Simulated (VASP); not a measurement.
Input:

```yaml
crystal:
  lattice:
    - [4.73332, 0.00000, 0.00000]
    - [-2.36666, 4.09917, 0.00000]
    - [0.00000, 0.00000, 14.00000]
  atoms:
    - { symbol: La, position: [0.66667, 0.33333, 0.50000] }
    - { symbol: As, position: [0.33333, 0.66667, 0.50000] }
```

The numbers are results of PBE GGA, VASP's PBE PAW potentials (set 64) (plane waves; VASP), not measurements. Settings: 300 eV cut-off, 7×7×1 Γ-centred mesh, Gaussian smearing of 0.050 eV, potentials La As.

The cell holds a wide vacuum, so values per volume refer to the whole cell.

### Question
Give the energies of bands 6 to 11 at the high-symmetry points, in eV from the valence-band maximum.

### Answer

| band | Γ | M | K |
|---|---|---|---|
| 6 | -1.75 | -1.51 | -1.41 |
| 7 | -1.75 | -1.28 | -1.27 |
| 8 | -0.77 | -0.22 | 0.00 |
| 9 | 0.98 | 1.83 | 1.44 |
| 10 | 2.20 | 2.20 | 1.45 |
| 11 | 2.38 | 2.21 | 2.21 |

The gap is indirect, 0.98 eV, from the valence maximum at K to the conduction minimum at Γ.

The cell is a sheet with vacuum, built from a generated structure.
